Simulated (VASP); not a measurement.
# Mg6CuB: single point with rSCAN

Mg6CuB:

```
Cu Mg B
1.0
     3.70908    0.00000    0.00000
     0.00000    4.04822    4.95554
     0.00000   -4.04822    4.95554
Cu Mg B
1 6 1
Cartesian
  0.0000 0.0000 9.3962
  1.8545 0.0000 1.3610
  1.8545 -2.2879 3.8072
  1.8545 2.2879 3.8072
  0.0000 0.0000 3.6710
  0.0000 -1.4510 6.2100
  0.0000 1.4510 6.2100
  1.8545 0.0000 5.1816
```

The cell comes from a database or a generator and needn't be the stable form of this composition.

* Program: VASP 6.6.1
* Task: single point
* Functional: rSCAN
* Potentials or basis: VASP PAW PBE potentials, release 64 (Cu, Mg, B_s)
* Cutoff: 400 eV
* k mesh: 7 × 5 × 5
* Occupations: methfessel-paxton, width 0.1 eV
* Spin: no spin polarisation

```yaml
Pressure: -0.9 GPa
Largest_force: 0.156 eV/Å
Band_gap_on_the_k_mesh: none (metal or under the smearing width)
```

Forces on the atoms (eV/Å):
```
Cu   0.000  0.000 -0.007
Mg   0.000  0.000 -0.156
Mg   0.000 -0.073  0.116
Mg   0.000  0.073  0.116
Mg   0.000  0.000 -0.043
Mg   0.000 -0.048 -0.009
Mg   0.000  0.048 -0.009
B    0.000  0.000 -0.007
```

Stress tensor (GPa, compression positive):
```
-1.14  0.00  0.00
 0.00 -1.09  0.00
 0.00  0.00 -0.59
```

Levels at points of the mesh, in eV from the Fermi level:
```tsv
k point	band 9	band 10	band 11	band 12	band 13	band 14	band 15	band 16	band 17	band 18
(0.00, 0.00, 0.00)	-3.05	-2.42	-1.71	-1.40	0.21	0.23	2.04	3.57	3.88	5.14
```

Run time: 2.8 min on 1 thread of Intel(R) Xeon(R) Platinum 8559C (Emerald Rapids) (shared host), peak memory 0.26 GiB.

Caveat: the PAW data sets were made with another functional, which shifts forces and pressure a little.
